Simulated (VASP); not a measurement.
All values below come from PBE GGA, VASP's PBE PAW potentials (set 64) (plane waves; VASP).

A VASP calculation is set up with these files.

### INCAR
```
! general
SYSTEM  = BaF2
PREC    = Accurate
ENCUT   = 520   ! plane-wave cut-off (eV)
LREAL   = .FALSE.   ! projection in real space or not
LASPH   = .TRUE.   ! aspherical one-centre terms

! electronic loop
EDIFF   = 1E-6
NELM    = 100   ! most electronic steps
ALGO    = Normal   ! blocked Davidson
LMAXMIX = 4

! smearing
ISMEAR  = 0
SIGMA   = 0.05

! functional
GGA     = PE   ! PBE

! ions
ISIF    = 2

! output
LWAVE   = .FALSE.
LCHARG  = .FALSE.
```

**POSCAR**
```
BaF2
1.0
  0.0000000000   3.1000000000   3.1000000000
  3.1000000000   0.0000000000   3.1000000000
  3.1000000000   3.1000000000   0.0000000000
Ba F
1 2
Cartesian
  0.0000000000   0.0000000000   0.0000000000
  1.5500000000   1.5500000000   1.5500000000
  4.6500000000   4.6500000000   4.6500000000
```

File KPOINTS:
```
Automatic mesh
0
Gamma
  5 5 5
```

POTCAR, in this order: Ba_sv F (PBE.64 set). Program: vasp_std.

Q: Predict the energy per atom (σ→0), pressure.

A: 
```
Property                       Result
---------------------  --------------
energy per atom (σ→0)  -5703 meV/atom
pressure                     2.38 GPa
```

### OSZICAR
```
...
DAV:   7    -0.170799660674E+02    0.15323E-04   -0.37555E-01   416   0.557E+00    0.223E+00
DAV:   8    -0.170983024589E+02   -0.18336E-01   -0.59394E-02   360   0.297E+00    0.294E-01
DAV:   9    -0.171061247239E+02   -0.78223E-02   -0.16888E-02   360   0.935E-01    0.149E-01
DAV:  10    -0.171086516778E+02   -0.25270E-02   -0.41292E-03   328   0.477E-01    0.472E-02
DAV:  11    -0.171086490762E+02    0.26016E-05   -0.51896E-04   432   0.180E-01    0.264E-02
DAV:  12    -0.171086582416E+02   -0.91654E-05   -0.10502E-04   320   0.767E-02    0.284E-03
DAV:  13    -0.171086589718E+02   -0.73021E-06   -0.26445E-06   432   0.119E-02
   1 F= -.17108659E+02 E0= -.17108659E+02  d E =-.525817E-20
```

The compound is BaF2 in the fluorite structure. The cell was not relaxed at this level.
